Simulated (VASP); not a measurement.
Computed with PBE GGA, VASP's PBE PAW potentials (set 64) (plane waves; VASP).

The input files of a VASP run:

**KPOINTS**
```
Regular mesh
0
gamma
9 9 9
```

### POSCAR
```
SrVO3
1
    3.7086340000     0.0000000000     0.0000000000
    0.0000000000     3.7086340000     0.0000000000
    0.0000000000     0.0000000000     3.7086340000
Sr V O
1 1 3
Direct
  0.0000000000   0.0000000000   0.0000000000
  0.5000000000   0.5000000000   0.5000000000
  0.5000000000   0.0000000000   0.5000000000
  0.0000000000   0.5000000000   0.5000000000
  0.5000000000   0.5000000000   0.0000000000
```

**INCAR**
```
# general
SYSTEM  = SrVO3
PREC    = Accurate
ENCUT   = 400
LREAL   = .False.
LASPH   = .True.

# electronic loop
EDIFF   = 1E-6
NELM    = 100
ALGO    = Normal
LMAXMIX = 4

# smearing
ISMEAR  = -1
SIGMA   = 0.1

# functional
GGA     = PE

# ions
ISIF    = 2

# output
LWAVE   = .False.
LCHARG  = .False.
```

POTCAR, in this order: Sr_sv V_sv O (PBE.64 set). Program: vasp_std.

At this cut-off the stress carries a Pulay error, which pulls relaxed volumes low.

What does the run give for the energy per atom (σ→0), pressure, band gap (on the k-mesh)?

```
Item                                                         Value
------------------------  ----------------------------------------
energy per atom (σ→0)                               -7.755 eV/atom
band gap (on the k-mesh)  none (metal, semimetal or under 0.01 eV)
pressure                                                 23.42 GPa
```

### OSZICAR
```
...
DAV:   8    -0.388070598456E+02    0.43770E+00   -0.32776E+00  1872   0.179E+01    0.196E+00
DAV:   9    -0.388052872965E+02    0.17725E-02   -0.15255E-01  2112   0.309E+00    0.954E-01
DAV:  10    -0.388044148661E+02    0.87243E-03   -0.27167E-02  2016   0.158E+00    0.279E-01
DAV:  11    -0.388041207467E+02    0.29412E-03   -0.29807E-03  1792   0.483E-01    0.861E-02
DAV:  12    -0.388041658365E+02   -0.45090E-04   -0.15785E-04  2208   0.117E-01    0.690E-02
DAV:  13    -0.388041538126E+02    0.12024E-04   -0.99136E-05  2016   0.973E-02    0.181E-02
DAV:  14    -0.388041547392E+02   -0.92665E-06   -0.58169E-06  1984   0.189E-02
   1 F= -.38804155E+02 E0= -.38774563E+02  d E =-.591831E-01
```

The structure is a typed SrVO3 crystal (Pm-3m). The cell was not relaxed at this level, and its volume differs by -5.9 % from the start's. The run is not spin-polarised, so no magnetic state was tried. The electron count is odd and the run is not spin-polarised, which forces a metal.
